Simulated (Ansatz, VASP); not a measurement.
**Cross-check of CuO (Tenorite) between VASP and Ansatz**

One calculation is typed for both programs; each brings its own data sets and cutoff. How far apart do they land? The cell comes out of the VASP series on this material, whose earlier steps may have relaxed, scaled or displaced it; both programs get it as it stands.

Program: Ansatz 0.2.0. Level of theory: plane waves, with VASP 6.6.1 beside it; band structure at HSE06. Results are calculated unless marked as measured.

## Step 1: Starting point

The structure is monoclinic, space group C2/c (No. 15). Conventional cell: a = 4.172 Å, b = 4.059 Å, c = 5.157 Å, α = 90.00°, β = 90.26°, γ = 90.00°. Nearest to Cu lie 4 O at 1.94 Å. O has 4 Cu at 1.94 Å nearest. Farther neighbours and most contacts between anions are not listed.

Coordinates:

```cif
data_structure
_symmetry_space_group_name_H-M 'P 1'
_symmetry_Int_Tables_number 1
_cell_length_a 2.9105
_cell_length_b 2.9105
_cell_length_c 5.1570
_cell_angle_alpha 90.189
_cell_angle_beta 90.189
_cell_angle_gamma 88.429
_cell_volume 43.67
loop_
_atom_site_label
_atom_site_type_symbol
_atom_site_fract_x
_atom_site_fract_y
_atom_site_fract_z
_atom_site_occupancy
Cu1 Cu 0.00000 0.50000 0.00000 1
Cu2 Cu 0.50000 0.00000 0.50000 1
O3 O 0.50153 0.49847 0.25000 1
O4 O 0.49847 0.50153 0.75000 1
```

## Step 2: VASP: band structure, HSE06

The same path points are solved in both programs, so levels can be compared one by one.

Lines of VASP's logs that name or quote its potential files are left out, and so is its time.

INCAR reads:

```
SYSTEM = CuO
PREC = Accurate
ENCUT = 520
EDIFF = 1E-06
NELM = 100
ISMEAR = 0
SIGMA = 0.05
LREAL = .FALSE.
ALGO = Normal
LHFCALC = .TRUE.
AEXX = 0.25
GGA = PE
HFSCREEN = 0.2
LASPH = .TRUE.
NBANDS = 23
PRECFOCK = Fast
LORBIT = 11
LWAVE = .FALSE.
LCHARG = .FALSE.
KPAR = 4
```

POSCAR reads:

```
CuO
1.0
    2.0801815145     -2.0296427258      0.1567557899
    2.0801815145      2.0296427258      0.1567557899
   -0.4112058738      0.0000000000      5.1405422971
Cu O
2 2
Direct
    0.0000000000      0.5000000000      0.0000000000
    0.5000000000      0.0000000000      0.5000000000
    0.5015344631      0.4984655369      0.2500000000
    0.4984655369      0.5015344631      0.7500000000
```

KPOINTS reads:

```
Automatic mesh
0
Gamma
5 5 3
0 0 0
```

KPOINTS_OPT reads:

```
Line mode
6
Line-mode
Reciprocal
  0.00000000   0.00000000   0.00000000 GAMMA
 -0.50000000  -0.50000000   0.00000000 Y

 -0.50000000  -0.50000000   0.00000000 Y
 -0.50092143  -0.50092143   0.49431470 F

 -0.50092143  -0.50092143   0.49431470 F
 -0.50000000  -0.50000000   0.50000000 L

 -0.50000000  -0.50000000   0.50000000 L
 -0.51422128  -0.48577872   0.50000000 I

 -0.48577872   0.48577872   0.50000000 I1
  0.00000000   0.00000000   0.50000000 Z

  0.00000000   0.00000000   0.50000000 Z
 -0.49907857  -0.49907857   0.50568530 F1

 -0.50000000  -0.50000000   0.00000000 Y
 -0.51333898  -0.48666102   0.00000000 X1

 -0.48666102   0.48666102   0.00000000 X
  0.00000000   0.00000000   0.00000000 GAMMA

  0.00000000   0.00000000   0.00000000 GAMMA
 -0.50000000   0.00000000   0.00000000 N

 -0.50000000   0.00000000   0.50000000 M
  0.00000000   0.00000000   0.00000000 GAMMA
```

Potentials, in the order of the species: Cu and O (PBE family, release 64).

Started as:

```console
> mpirun -np 4 vasp_std
```

Numbers of over 12 decimals in the logs are rounded to 6 here.

Output:

```text
[banner, memory and clock lines left out]
running    4 mpi-ranks, on    1 nodes
 distrk:  each k-point on    1 cores,    4 groups
 distr:  one band on    1 cores,    1 groups

 POSCAR found type information on POSCAR CuO
 POSCAR found :  2 types and       4 ions
 LDA part: xc-table for (Slater+PW92), standard interpolation
 found WAVECAR, reading the header
 POSCAR, INCAR and KPOINTS ok, starting setup
 FFT: planning ... GRIDC
 FFT: planning ... GRID_SOFT
 FFT: planning ... GRID
 reading WAVECAR
 the WAVECAR file was read successfully
 initial charge from wavefunction
 entering main loop
       N       E                     dE             d eps       ncg     rms          rms(c)
DAV:   1    -0.230979624540E+02   -0.23098E+02   -0.12411E+00  1537   0.405E+01    0.240E+00
DAV:   2    -0.230094237434E+02    0.88539E-01   -0.63099E-01  1684   0.256E+01    0.793E-01
DAV:   3    -0.230062961548E+02    0.31276E-02   -0.39500E-02  1841   0.480E+00    0.360E-01
DAV:   4    -0.230086062791E+02   -0.23101E-02   -0.17083E-02  1818   0.206E+00    0.348E-01
DAV:   5    -0.230075166633E+02    0.10896E-02   -0.21614E-03  1820   0.191E+00    0.156E-01
DAV:   6    -0.230075057520E+02    0.10911E-04   -0.15199E-03  1758   0.481E-01    0.739E-02
DAV:   7    -0.230074741162E+02    0.31636E-04   -0.83026E-05  1513   0.400E-01    0.477E-02
DAV:   8    -0.230074684727E+02    0.56436E-05   -0.55133E-05  1773   0.166E-01    0.276E-02
DAV:   9    -0.230074681414E+02    0.33128E-06   -0.59330E-06  1386   0.620E-02
   1 F= -.23007468E+02 E0= -.23005813E+02  d E =-.331049E-02
 Start KPOINTS_OPT (optional k-point list driver)
k-point batch [1-24\60]
       N       E                     dE             ncg
DAV:   1     0.693602079863E+04   -0.29004E+05     1136
DAV:   2    -0.540780803145E+03   -0.74768E+04     1125
DAV:   3    -0.156864586558E+04   -0.10279E+04     1390
DAV:   4    -0.162778974962E+04   -0.59144E+02     1362
DAV:   5    -0.162937457952E+04   -0.15848E+01     1481
DAV:   6    -0.162942472657E+04   -0.50147E-01     1466
DAV:   7    -0.162942681165E+04   -0.20851E-02     1434
DAV:   8    -0.162942691799E+04   -0.10634E-03     1221
DAV:   9    -0.162942692388E+04   -0.58901E-05     1151
DAV:  10    -0.162942692425E+04   -0.36486E-06      909
[...]
k-point batch [49-60\60]
       N       E                     dE             ncg
DAV:   1     0.191804782852E+05   -0.38424E+04      552
DAV:   2     0.152159820205E+05   -0.39645E+04      566
DAV:   3     0.146781019035E+05   -0.53788E+03      680
DAV:   4     0.146478611191E+05   -0.30241E+02      682
DAV:   5     0.146472139161E+05   -0.64720E+00      744
DAV:   6     0.146471956544E+05   -0.18262E-01      762
DAV:   7     0.146471949678E+05   -0.68661E-03      737
DAV:   8     0.146471949338E+05   -0.33975E-04      590
DAV:   9     0.146471949318E+05   -0.20118E-05      566
DAV:  10     0.146471949317E+05   -0.11679E-06      493
```

Parts of OUTCAR (step 2):

```text
ion  position               nearest neighbor table
   1  0.000  0.500  0.000-   3 1.94   4 1.94   3 1.94   4 1.94
   2  0.500  0.000  0.500-   3 1.94   4 1.94   4 1.94   3 1.94
   3  0.502  0.498  0.250-   1 1.94   2 1.94   2 1.94   1 1.94
   4  0.498  0.502  0.750-   1 1.94   2 1.94   1 1.94   2 1.94

  LATTYP: Found a base centered monoclinic cell.
 ALAT       =     4.1721589188
 B/A-ratio  =     0.9729460288
 C/A-ratio  =     1.2360417966
 COS(beta)  =    -0.0046080919

 Subroutine GETGRP returns: Found  4 space group operations
 (whereof  2 operations were pure point group operations)

The static configuration has the point symmetry S_2 .
 The point group associated with its full space group is C_2h.

 Found     24 irreducible k-points:

   k-points           NKPTS =     24   k-points in BZ     NKDIM =     75   number of bands    NBANDS=     23

   dimension x,y,z NGX =    24 NGY =   24 NGZ =   40
   dimension x,y,z NGXF=    48 NGYF=   48 NGZF=   80

   ENCUT  =  520.0 eV  38.22 Ry    6.18 a.u.   5.41  5.41  9.59*2*pi/ulx,y,z

   NELECT =      34.0000    total number of electrons

 k-points in reciprocal lattice and weights: Automatic mesh
   0.00000000  0.00000000  0.00000000       0.013
   0.20000000  0.00000000  0.00000000       0.053
   0.40000000  0.00000000 -0.00000000       0.053
   0.20000000  0.20000000  0.00000000       0.027
   0.40000000  0.20000000 -0.00000000       0.053
  -0.40000000  0.20000000  0.00000000       0.053
  -0.20000000  0.20000000  0.00000000       0.027
   0.40000000  0.40000000 -0.00000000       0.027
  -0.40000000  0.40000000  0.00000000       0.027
[...]
-0.20000000 -0.40000000  0.33333333       0.053
  -0.20000000 -0.20000000  0.33333333       0.027

  exchange ACFDT corr.  =         0.00000000  see jH, gK, PRB 81, 115126

 average (electrostatic) potential at core
       1 -59.0054       2 -59.0054       3 -64.9788       4 -64.9788

 E-fermi :   4.8326

 k-point     1 :       0.0000    0.0000    0.0000
  band No.  band energies     occupation
    ...
     12       0.6531      2.00000
     13       0.6671      2.00000
     14       0.6978      2.00000
     15       1.1679      2.00000
     16       1.4672      2.00000
     17       5.4341      0.00000
     18       5.5264      0.00000
     19       6.8746      0.00000
     20      11.7385      0.00000
     21      13.3709      0.00000
    ...

 k-point     2 :       0.2000    0.0000    0.0000
  band No.  band energies     occupation
    ...
     12       0.5752      2.00000
     13       0.6333      2.00000
     14       1.2328      2.00000
     15       1.3735      2.00000
     16       1.5724      2.00000
     17       4.9121      0.02453
     18       5.4293      0.00000
     19       8.1071      0.00000
     20      12.1478      0.00000
     21      13.1363      0.00000
    ...

 k-point     3 :       0.4000    0.0000   -0.0000
  band No.  band energies     occupation
    ...
     12       0.5314      2.00000
     13       0.7089      2.00000
     14       1.3730      2.00000
     15       1.5850      2.00000
     16       1.9577      2.00000
     17       4.9003      0.05540
     18       5.3539      0.00000
     19       9.4763      0.00000
     20      10.8846      0.00000
     21      13.6465      0.00000
    ...

  energy-cutoff  :      520.00
  volume of cell :       43.67
      direct lattice vectors                 reciprocal lattice vectors
     2.080181514 -2.029642726  0.156755790     0.238923411 -0.246348775  0.019112129
     2.080181514  2.029642726  0.156755790     0.238923411  0.246348775  0.019112129
    -0.411205874  0.000000000  5.140542297    -0.014571470  0.000000000  0.193366394

 POSITION                                       TOTAL-FORCE (eV/Angst)
 -----------------------------------------------------------------------------------
      1.04009      1.01482      0.07838        -0.000000      0.000000      0.000000
      0.83449     -1.01482      2.64865        -0.000000      0.000000      0.000000
      1.97738     -0.00623      1.44189         0.000000     -0.018098     -0.000000
      1.77178      0.00623      4.01216        -0.000000      0.018098     -0.000000
 -----------------------------------------------------------------------------------
    total drift:                               -0.000005     -0.000008     -0.000010

  FREE ENERGIE OF THE ION-ELECTRON SYSTEM (eV)
  ---------------------------------------------------
  free  energy   TOTEN  =       -23.0074681414 eV

  energy  without entropy=      -23.0041576546  energy(sigma->0) =      -23.00581290

 total charge
# of ion       s       p       d       tot
------------------------------------------
    1        0.380   0.398   9.177   9.955
    2        0.380   0.398   9.177   9.955
    3        1.581   3.406   0.000   4.987
    4        1.581   3.406   0.000   4.987
--------------------------------------------------
tot          3.924   7.607  18.354  29.885

[... 3 further parts left out ...]
```

This run has no spin polarisation, although Cu can carry a moment.

(Part 1 of 2 ends here.)

[Lines on the potential files, build, host, timing and source positions are cut from VASP's logs without a mark.]

[Logs are printed without paths, hosts, clocks, repeated set-up lines and the standing remarks that a program may print on its own settings, such as how far it seeks lower states.]

[Hosts, paths, dates, database ids (printed as entryN), source tags and the programs' standing remarks are cut or masked in the printed files.]
